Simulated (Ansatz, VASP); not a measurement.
# InAs: VASP beside Ansatz

One calculation is typed for both programs; each brings its own data sets. How far apart do they land? The cell is taken from a series of runs on this material, whose earlier steps may have relaxed, scaled, displaced or heated it; both programs get it as it stands.

Main program and level: Ansatz 0.2.0; plane waves, with VASP 6.6.1 beside it; relaxation of cell and atoms at PBE.

### Step 1. The starting structure

It takes space group F-43m (No. 216, cubic). The conventional cell has a = 6.186 Å, b = 6.186 Å, c = 6.186 Å, α = 90.00°, β = 90.00°, γ = 90.00°. Nearest to In lie 4 As at 2.68 Å. Nearest to As lie 4 In at 2.68 Å. Farther neighbours are not listed.

Coordinates:

```cif
data_structure
_symmetry_space_group_name_H-M 'P 1'
_symmetry_Int_Tables_number 1
_cell_length_a 4.3744
_cell_length_b 4.3744
_cell_length_c 4.3744
_cell_angle_alpha 60.000
_cell_angle_beta 60.000
_cell_angle_gamma 60.000
_cell_volume 59.19
loop_
_atom_site_label
_atom_site_type_symbol
_atom_site_fract_x
_atom_site_fract_y
_atom_site_fract_z
_atom_site_occupancy
In1 In 0.00000 0.00000 0.00000 1
As2 As 0.25000 0.25000 0.25000 1
```

### Step 2. VASP: relaxation of cell and atoms, PBE

The relaxed volume is the usual yardstick between codes: in a stiff, nearly cubic crystal its relative difference is about their pressure difference at one cell divided by the bulk modulus.

Lines of VASP's logs that name or quote its potential files are left out, and so is its time.

The input, INCAR:

```
SYSTEM = InAs
PREC = Accurate
ENCUT = 500
EDIFF = 1E-07
NELM = 120
ISMEAR = 1
SIGMA = 0.2
LREAL = .FALSE.
ALGO = Normal
GGA = PE
NBANDS = 15
LORBIT = 11
LWAVE = .FALSE.
LCHARG = .FALSE.
ISIF = 3
IBRION = 2
NSW = 80
EDIFFG = -0.005
LASPH = .TRUE.
GGA_COMPAT = .FALSE.
NELMIN = 4
```

The input, POSCAR:

```
InAs
1.0
    0.0000000000      3.0931420000      3.0931420000
    3.0931420000      0.0000000000      3.0931420000
    3.0931420000      3.0931420000      0.0000000000
In As
1 1
Direct
    0.0000000000      0.0000000000      0.0000000000
    0.2500000000      0.2500000000      0.2500000000
```

The input, KPOINTS:

```
Automatic mesh
0
Gamma
14 14 14
0 0 0
```

PAW data sets: In_d and As (PBE family, release 64).

On the command line:

```
> mpirun -np 1 vasp_std
```

Numbers of over 12 decimals in the logs are rounded to 6 here.

Log:

```text
[banner, memory and clock lines left out]
running    1 mpi-ranks, on    1 nodes
 distrk:  each k-point on    1 cores,    1 groups
 distr:  one band on    1 cores,    1 groups

 POSCAR found type information on POSCAR InAs
 POSCAR found :  2 types and       2 ions
 LDA part: xc-table for (Slater+PW92), standard interpolation
 POSCAR, INCAR and KPOINTS ok, starting setup
 FFT: planning ... GRIDC
 FFT: planning ... GRID_SOFT
 FFT: planning ... GRID
 WAVECAR not read
 entering main loop
       N       E                     dE             d eps       ncg     rms          rms(c)
DAV:   1     0.111956339807E+03    0.11196E+03   -0.81683E+03  3128   0.122E+03
DAV:   2    -0.210114351944E+00   -0.11217E+03   -0.10805E+03  3330   0.295E+02
DAV:   3    -0.777139877544E+01   -0.75613E+01   -0.75214E+01  4023   0.781E+01
DAV:   4    -0.796609720544E+01   -0.19470E+00   -0.19465E+00  3850   0.142E+01
DAV:   5    -0.797429523812E+01   -0.81980E-02   -0.81979E-02  4686   0.245E+00    0.406E+00
DAV:   6    -0.773691250122E+01    0.23738E+00   -0.38842E-01  4858   0.102E+01    0.225E+00
DAV:   7    -0.771752324465E+01    0.19389E-01   -0.10660E-01  4258   0.281E+00    0.705E-01
DAV:   8    -0.771884102971E+01   -0.13178E-02   -0.11625E-02  3890   0.128E+00    0.158E-01
DAV:   9    -0.771947143548E+01   -0.63041E-03   -0.95584E-04  3841   0.301E-01    0.991E-02
DAV:  10    -0.771962724840E+01   -0.15581E-03   -0.17535E-04  3962   0.171E-01    0.540E-02
DAV:  11    -0.771967696582E+01   -0.49717E-04   -0.12488E-04  3456   0.116E-01    0.380E-02
DAV:  12    -0.771967787964E+01   -0.91383E-06   -0.64266E-06  3719   0.256E-02    0.915E-03
DAV:  13    -0.771967829190E+01   -0.41226E-06   -0.19285E-06  3792   0.846E-03    0.382E-03
DAV:  14    -0.771967842332E+01   -0.13142E-06   -0.11031E-07  3479   0.282E-03    0.119E-03
DAV:  15    -0.771967853414E+01   -0.11082E-06   -0.12192E-08  2274   0.914E-04    0.855E-04
DAV:  16    -0.771967856077E+01   -0.26624E-07   -0.48903E-09  2050   0.666E-04
   1 F= -.77196786E+01 E0= -.77198822E+01  d E =-.771968E+01
 curvature:   0.00 expect dE= 0.000E+00 dE for cont linesearch  0.000E+00
 trial: gam= 0.00000 g(F)=  0.123E-47 g(S)=  0.250E-04 ort = 0.000E+00 (trialstep = 0.100E+01)
 search vector abs. value=  0.250E-04
 bond charge predicted
       N       E                     dE             d eps       ncg     rms          rms(c)
DAV:   1    -0.771997696376E+01   -0.29843E-03   -0.69977E-03  3939   0.159E+00    0.108E-01
DAV:   2    -0.771973296217E+01    0.24400E-03   -0.48767E-04  3869   0.492E-01    0.394E-02
DAV:   3    -0.771968928691E+01    0.43675E-04   -0.12338E-04  4079   0.223E-01    0.222E-02
DAV:   4    -0.771968839113E+01    0.89578E-06   -0.52539E-06  3351   0.211E-02    0.163E-02
DAV:   5    -0.771968603952E+01    0.23516E-05   -0.56114E-07  3785   0.691E-03    0.693E-03
DAV:   6    -0.771968492226E+01    0.11173E-05   -0.27373E-07  4056   0.535E-03    0.124E-03
DAV:   7    -0.771968511788E+01   -0.19562E-06   -0.24081E-08  1826   0.222E-03    0.239E-04
DAV:   8    -0.771968516212E+01   -0.44241E-07   -0.99802E-09  1693   0.164E-03
   2 F= -.77196852E+01 E0= -.77198899E+01  d E =-.660135E-05
 trial-energy change:   -0.000007  1 .order   -0.000008   -0.000025    0.000009
 step:   0.6816(harm=  0.7441)  dis= 0.00000  next Energy=    -7.719687 (dE=-0.802E-05)
 reached required accuracy - stopping structural energy minimisation
```

From OUTCAR (step 2):

```text
ion  position               nearest neighbor table
   1  0.000  0.000  0.000-   2 2.68   2 2.68   2 2.68   2 2.68
   2  0.250  0.250  0.250-   1 2.68   1 2.68   1 2.68   1 2.68

  LATTYP: Found a face centered cubic cell.
 ALAT       =     6.1862840000

 Subroutine GETGRP returns: Found 24 space group operations
 (whereof 24 operations were pure point group operations)

The static configuration has the point symmetry T_d .

 Found    104 irreducible k-points:

   k-points           NKPTS =    104   k-points in BZ     NKDIM =    104   number of bands    NBANDS=     15

   dimension x,y,z NGX =    32 NGY =   32 NGZ =   32
   dimension x,y,z NGXF=    64 NGYF=   64 NGZF=   64

   ENCUT  =  500.0 eV  36.75 Ry    6.06 a.u.   7.98  7.98  7.98*2*pi/ulx,y,z

   NELECT =      18.0000    total number of electrons

 k-points in reciprocal lattice and weights: Automatic mesh
   0.00000000  0.00000000  0.00000000       0.000
   0.07142857  0.00000000  0.00000000       0.003
   0.14285714  0.00000000  0.00000000       0.003
   0.21428571  0.00000000  0.00000000       0.003
   0.28571429  0.00000000  0.00000000       0.003
   0.35714286  0.00000000  0.00000000       0.003
   0.42857143  0.00000000  0.00000000       0.003
   0.50000000  0.00000000  0.00000000       0.001
   0.07142857  0.07142857  0.00000000       0.002
[...]
-0.28571429  0.42857143  0.21428571       0.009
  -0.28571429  0.50000000  0.21428571       0.004

 average (electrostatic) potential at core
       1 -97.1622       2 -50.2222

 E-fermi :   3.8752

 k-point     1 :       0.0000    0.0000    0.0000
  band No.  band energies     occupation
    ...
      6      -7.6052      2.00000
      7       3.2809      2.00022
      8       3.8291      1.37865
      9       3.8291      1.37865
     10       3.8291      1.37865
     11       7.7020     -0.00000
     12       7.7020     -0.00000
     13       7.7020     -0.00000
     14      11.1025      0.00000
     15      13.3311      0.00000

 k-point     2 :       0.0714    0.0000    0.0000
  band No.  band energies     occupation
    ...
      5     -10.3365      2.00000
      6      -7.5583      2.00000
      7       2.5986      2.00000
      8       3.7689      1.77383
      9       3.7689      1.77383
     10       4.3552     -0.00358
     11       7.7037     -0.00000
     12       7.7938     -0.00000
     13       7.7938     -0.00000
     14      11.4124      0.00000
    ...

 k-point     3 :       0.1429    0.0000    0.0000
  band No.  band energies     occupation
    ...
      5     -10.3364      2.00000
      6      -7.4214      2.00000
      7       1.6487      2.00000
      8       3.6137      2.06904
      9       3.6137      2.06904
     10       4.7997     -0.00000
     11       7.8799      0.00000
     12       8.0221      0.00000
     13       8.0221      0.00000
     14      12.0601      0.00000
    ...

  Total       -0.0063982     -0.0063982     -0.0063982     -0.0000000      0.0000000     -0.0000000
  in kB       -0.1729632     -0.1729632     -0.1729632     -0.0000000      0.0000000     -0.0000000
  external PRESSURE =      -0.1729632 kB  Pullay stress =       0.0000000 kB

  energy-cutoff  :      500.00
  volume of cell :       59.27
      direct lattice vectors                 reciprocal lattice vectors
     0.000000000  3.094530082  3.094530082    -0.161575421  0.161575421  0.161575421
     3.094530082  0.000000000  3.094530082     0.161575421 -0.161575421  0.161575421
     3.094530082  3.094530082  0.000000000     0.161575421  0.161575421 -0.161575421

 POSITION                                       TOTAL-FORCE (eV/Angst)
 -----------------------------------------------------------------------------------
      0.00000      3.09453      3.09453         0.000000      0.000000     -0.000000
      1.54727      1.54727      1.54727        -0.000000     -0.000000      0.000000
 -----------------------------------------------------------------------------------
    total drift:                               -0.000000     -0.000000      0.000000

  FREE ENERGIE OF THE ION-ELECTRON SYSTEM (eV)
  ---------------------------------------------------
  free  energy   TOTEN  =        -7.7196851621 eV

  energy  without entropy=       -7.7202992810  energy(sigma->0) =       -7.71988987

 reached required accuracy - stopping structural energy minimisation

 total charge
# of ion       s       p       d       tot
------------------------------------------
    1        0.850   0.669   9.880  11.399
    2        1.226   1.525   0.019   2.770
--------------------------------------------------
tot          2.076   2.194   9.899  14.169

[... 3 further parts left out ...]
```

### Step 3. Ansatz: relaxation of cell and atoms, PBE

Ansatz runs on its default PAW (the set named soft_2) files.

The same cell, functional, mesh and smearing now go to Ansatz, which takes its cutoff from its data sets.

The input, input.yaml:

```yaml
crystal:
  lattice:
    - [0.0, 3.0931422811, 3.0931422811]
    - [3.0931422811, 0.0, 3.0931422811]
    - [3.0931422811, 3.0931422811, 0.0]
  atoms:
    - { symbol: In, position: [0.0, 0.0, 0.0] }
    - { symbol: As, position: [0.25, 0.25, 0.25] }
kpoints:
  mp_grid: { grid: [14, 14, 14] }
hamiltonian:
  xc: pbe
scf:
  occupations: { method: methfessel_paxton, width: 0.2 }
output:
  forces: true
  stress: true
  eigenvalues: true
relax:
  adjacent_minimum: "off"
  f_tol: 0.001
  max_steps: 60
  cell: { stress_tol: 0.01 }
```

On the command line:

```
> ansatz run input.yaml --threads 4 --pin off --max-ram 8192MiB --backend cpu --events-out ev --progress --plain --runs-dir out
```

Log:

```text
Engine: ansatz 0.2.0, x86_64-unknown-linux-gnu
Pseudopotentials: kind: paw
Pseudopotential: In, paw, valence charge 13, recommended cutoff 420 eV (normal), In.paw.azcp
Pseudopotential: As, paw, valence charge 15, recommended cutoff 420 eV (normal), As.paw.azcp
Functional definition: PBE
  parameter kappa = 0.804
  parameter beta = 0.066725
  exchange = pbe_x(kappa = kappa, mu = beta*pi^2/3)
  correlation = pbe_c(beta = beta)
Crystal: 2 atoms, lattice volume = 59.187 Å³
Basis set: ecut = 420 eV, 1139 PW (Γ), exchange–correlation on 60×60×60 points (8 copies of the dense FFT grid, shifted against one another)
Bands: 18, of which v1, the nominal top of the filled ones, is band 14 counted from 1 (13 counted from 0)
Symmetry: 24 space group operations
Space group: F-43m (ITA 216), of the structure as read, at distance tolerance 3.9e-5 Å
k-points: 104 of 2744 (time reversal used)
Non-local potential: In, projectors of the file, l = 0: 2, l = 1: 2, l = 2: 2, l = 3: 2
Non-local potential: As, projectors of the file, l = 0: 2, l = 1: 2, l = 2: 3, l = 3: 1
PAW form: soft (Blöchl's): semilocal exchange-correlation on the pseudo side does not see the compensation charge
PAW one-centre angular grid: In, 590 points (default); XC on 64 Gauss nodes
PAW one-centre angular grid: As, 590 points (default); XC on 64 Gauss nodes
Initial density: superposition of atomic densities (neutral atoms: chi_scale 0, normalization atom), corrected by the library's trained network
Initial wavefunctions: pseudopotential atomic-orbital guess
Functional: x = pbe(κ = 0.804, μ = 0.219515), c = pbe(β = 0.066725)
SCF iter   1: F=—  HF=-10454.472297 eV  |F-HF|=—  |Δ(HF+E_count)|=         —  Δρ=2.52e-3  dr2=8.41e-3  ethr=1.77e-3  ⟨swp⟩=5.1  Hψ=8752  notcnv=0
preconditioner: auto → none  [insulator: Δε(μ)=0.517 eV  Ē_g=14.455 eV  σ=0.200 eV  W_gap=0.69  n_scr=14 (ndim 8)  ℏωp=20.5 eV  f_vac=0.124  D(μ)=0.05/eV (n_scr^D=0)  ε∞_Penn≈3.0]
SCF iter   2: F=—  HF=-10454.469155 eV  |F-HF|=—  |Δ(HF+E_count)|=   3.14e-3  S|Δr|=    0.00e0  Δρ=1.00e-3  dr2=7.37e-4  ethr=3.01e-5  ⟨swp⟩=2.0  Hψ=3621  notcnv=0
SCF iter   3: F=—  HF=-10454.469025 eV  |F-HF|=—  |Δ(HF+E_count)|=   1.31e-4  S|Δr|=    0.00e0  Δρ=3.02e-4  dr2=7.95e-5  ethr=2.63e-6  ⟨swp⟩=2.0  Hψ=2809  notcnv=0
SCF iter   4: F=—  HF=-10454.469083 eV  |F-HF|=—  |Δ(HF+E_count)|=   5.79e-5  S|Δr|=    0.00e0  Δρ=1.10e-4  dr2=9.20e-6  ethr=2.84e-7  ⟨swp⟩=2.0  Hψ=2288  notcnv=0
SCF iter   5: F=—  HF=-10454.469095 eV  |F-HF|=—  |Δ(HF+E_count)|=   1.29e-5  S|Δr|=    0.00e0  Δρ=3.36e-5  dr2=8.16e-7  ethr=3.29e-8  ⟨swp⟩=2.0  Hψ=3329  notcnv=0
SCF iter   6: F=-10454.469096 eV  HF=-10454.469096 eV  |F-HF|=1.22e-8  |Δ(HF+E_count)|=   2.70e-7  S|Δr|=    0.00e0  Δρ=6.14e-6  dr2=1.72e-8  ethr=3.57e-10  ⟨swp⟩=6.6  Hψ=9054  notcnv=0
SCF 1 converged in 6 iterations: F = -10454.469096 eV  dr2 = 1.72e-8
  greatest PAW one-centre occupation: 0.999 electrons in one spin orbital (limit 2), on the As atom at site 1 (counted from 0), in its partial waves of l = 2
relax step   1: F+E_penalty+E_count = -10454.46909576 eV  Δ(F+E_penalty+E_count) = +0.000e0 eV  max|allowed force component| = 1.295e-16 eV/Å  Δτ_max = 0.0000 Å  P = +0.000 GPa  Ω = 59.187 Å³  (6 SCF iters, dr2 threshold 1.00e-7 eV, accepted)
Initial density: handed on by an earlier stage of this run
Initial wavefunctions: pseudopotential atomic-orbital guess (no wavefunctions were taken with the density)
iter 1 solved again at ethr=3.25e-7 eV; its pass at ethr=3.10e-3 eV (dr2=9.10e-5 eV) is discarded
SCF iter   1: F=—  HF=-10454.469097 eV  |F-HF|=—  |Δ(HF+E_count)|=         —  Δρ=6.53e-6  dr2=1.81e-8  ethr=3.25e-7  ⟨swp⟩=2.0  Hψ=12915  notcnv=0
eigensolver tolerance schedule: the retry pair's looser diagonalisation over-reported the residual by 5027.23 of it (diagonalisation noise at 1.12 of the residual, at the tolerance the schedule requests for it); recorded, not acted on — ethr = c·dr2/N_el stays at c = 1.0e-1
preconditioner: auto → none  [insulator: Δε(μ)=0.529 eV  Ē_g=14.439 eV  σ=0.200 eV  W_gap=0.69  n_scr=14 (ndim 8)  ℏωp=20.5 eV  f_vac=0.115  D(μ)=0.05/eV (n_scr^D=0)  ε∞_Penn≈3.0]
SCF iter   2: F=—  HF=-10454.469096 eV  |F-HF|=—  |Δ(HF+E_count)|=   9.30e-7  S|Δr|=    0.00e0  Δρ=3.38e-6  dr2=5.75e-9  ethr=6.47e-11  ⟨swp⟩=3.5  Hψ=4467  notcnv=0
SCF iter   3: F=—  HF=-10454.469096 eV  |F-HF|=—  |Δ(HF+E_count)|=   1.30e-8  S|Δr|=    0.00e0  Δρ=1.63e-6  dr2=1.48e-9  ethr=2.05e-11  ⟨swp⟩=2.1  Hψ=2343  notcnv=0
SCF iter   4: F=—  HF=-10454.469096 eV  |F-HF|=—  |Δ(HF+E_count)|=   6.56e-9  S|Δr|=    0.00e0  Δρ=3.70e-7  dr2=1.28e-10  ethr=5.30e-12  ⟨swp⟩=2.9  Hψ=3321  notcnv=0
SCF iter   5: F=—  HF=-10454.469096 eV  |F-HF|=—  |Δ(HF+E_count)|=  5.46e-11  S|Δr|=    0.00e0  Δρ=1.14e-7  dr2=1.27e-11  ethr=4.57e-13 (applied; sched 1.00e-12)  ⟨swp⟩=2.1  Hψ=2860  notcnv=0
SCF iter   6: F=-10454.469096 eV  HF=-10454.469096 eV  |F-HF|=3.64e-12  |Δ(HF+E_count)|=  3.64e-12  S|Δr|=    0.00e0  Δρ=2.53e-8  dr2=3.43e-13  ethr=1.00e-12  ⟨swp⟩=3.5  Hψ=8081  notcnv=0
SCF 2 converged in 6 iterations: F = -10454.469096 eV  dr2 = 3.43e-13
relax step   2: F+E_penalty+E_count = -10454.46909579 eV  Δ(F+E_penalty+E_count) = -2.842e-8 eV  max|allowed force component| = 1.376e-16 eV/Å  Δτ_max = 0.0000 Å  P = +0.000 GPa  Ω = 59.187 Å³  stress off target by 3.46e-4 GPa  SCF on the basis re-selected at this cell (its energy is not comparable with the rows above)  (6 SCF iters)
basis re-selected at this cell: Δ(F+E_penalty+E_count) = -2.842e-8 eV, ΔP = +0.000 GPa vs the last step (what re-selecting the basis moved, of the pressure what is left beyond the Pulay correction that the steps carried, after the strain that the cell walked since its last selection, with what the two solves' SCF thresholds leave and, on support functions, any second-order correction that the steps lacked; it is no m [...]
SCF converged after 6 iterations
Stability not checked: this state was not tested for a lower state beside it, because cold or Methfessel-Paxton smearing, or corrected tetrahedra, fill the levels in a way that the test cannot read (fill_not_monotonic; see scf.lower_state_search)
Free energy (F): -10454.469096 eV
Harris-Foulkes:  -10454.469096 eV  (|F-HF|=3.64e-12)
Internal energy: -10454.469709 eV  (E = F + TS)
E sigma→0 (E₀):  -10454.469249 eV
Entropy (-TS):   0.000614 eV (0.307 meV/atom)
Fermi energy:    7.011184 eV
Step filling:    the computed levels leave a gap of 0.0000 eV = 0.0 smearing widths at the electron count; against every level under it full and every level over it empty, smearing changes F+E_penalty+E_count by +0.209 meV and its σ→0 estimate by +0.055 meV
--- Per-component energies (eV) ---
  E_band       = -332.998220
  E_kinetic    = 345.284209
  E_local      = -3365.958403  (includes V_loc(G=0)·N_el)
  E_nonlocal   = -303.384139
  E_hartree    = 1620.448050
  E_xc         = -293.866453
  E_vxc        = -177.700843  (∫ρ·V_xc dr)
  E_paw        = -5990.601892  (= ΣΔE_a)
  E_vpaw       = -72.135189  (= ΣTr[D̂ρ^β])
  E_aug_tail   = 0.000034  (compensation charges beyond the density's cutoff)
  E_ewald      = -2466.391116
  E_smearing   = 0.000614  (= −TS)
  E_closure    = 0.000000  (closes the sum)
  Σ components = -10454.469096   (vs F -10454.469096, Δ=0.00e0)
--- Forces (eV/Å), atoms counted from 1 ---
  atom   1  In     0.00000000    -0.00000000    -0.00000000
  atom   2  As    -0.00000000     0.00000000    -0.00000000
  max |Σ_I F_I| component: 2.43e-16 eV/Å
--- Stress (GPa, compression-positive) ---
        0.000346       0.000000      -0.000000
        0.000000       0.000346       0.000000
       -0.000000       0.000000       0.000346
  P = ⅓ Tr σ = 0.0003 GPa (0.003 kbar)
--- Band table (eV; the first three rows and the last of 104) ---
  k-point 0: bands = [... 10 lower, -4.4795, 6.4222, 6.9652, 6.9652, 6.9652, 10.8475, 10.8475, 10.8475]
  k-point 1: bands = [... 10 lower, -4.4324, 5.7373, 6.9049, 6.9049, 7.4939, 10.8489, 10.9394, 10.9394]
  k-point 2: bands = [... 10 lower, -4.2951, 4.7864, 6.7497, 6.7497, 7.9399, 11.0244, 11.1681, 11.1681]
  k-point 103: bands = [... 10 lower, -2.7098, 1.5343, 4.3189, 4.4069, 10.7323, 10.8113, 12.2491, 13.1958]
--- Relaxed structure (1 steps of the walk, 1 accepted, 1 SCFs on fresh bases) ---
  F+E_penalty+E_count = -10454.46909579 eV   max|allowed force component| = 1.376e-16 eV/Å   (the final SCF, on the basis selected at the relaxed cell)
  cell:  # Å, volume = 59.1875 Å³
    - [0.0, 3.0931422811, 3.0931422811]
    - [3.0931422811, 0.0, 3.0931422811]
    - [3.0931422811, 3.0931422811, 0.0]
  atoms:
    - { symbol: In, position: [0.0, 0.0, 0.0] }
    - { symbol: As, position: [0.250000, 0.250000, 0.250000] }
```

Reading the cycles: dr2 is the Hartree energy of the density residual (eV), the measure of convergence; HF is the Harris–Foulkes estimate of the energy, which meets the free energy F at convergence.

### Step 4. Differences

Known differences besides the potentials themselves: the data sets hold 28 valence electrons in Ansatz (on its default PAW (the set named soft_2) files) and 18 in VASP; the cutoff is 420 eV in Ansatz and 500 eV in VASP; Ansatz adds a Pulay correction to the stress that steers its cell, VASP none. Total energies have different zeros and are not compared.

The two programs side by side:

```
                                         quantity  Ansatz   VASP  difference
                                      volume (Å³)   59.19  59.27     -0.13 %
edge a after relaxation, in the typed setting (Å)   4.374  4.376     -0.04 %
```

### Step 5. Outcome

| Quantity | Value |
| --- | --- |
| difference in volume (relaxation of cell and atoms, PBE) | -0.13 % |

**Reading.** The difference in volume is -0.13 % (relaxation of cell and atoms, PBE), within the 1.2 % picked in this series as the mark of a large difference, as far as the stopping tolerances let one tell. The data sets hold unlike numbers of valence electrons (28 in Ansatz and 18 in VASP), so part of the differences comes from the potentials. How closely two codes agree says nothing of how well the functional describes the real material.

[Lines on the potential files, build, host, timing and source positions are cut from VASP's logs without a mark.]

[Logs are printed without paths, hosts, clocks, repeated set-up lines and the standing remarks that a program may print on its own settings, such as how far it seeks lower states.]

[Hosts, paths, dates, database ids (printed as entryN), source tags and the programs' standing remarks are cut or masked in the printed files.]
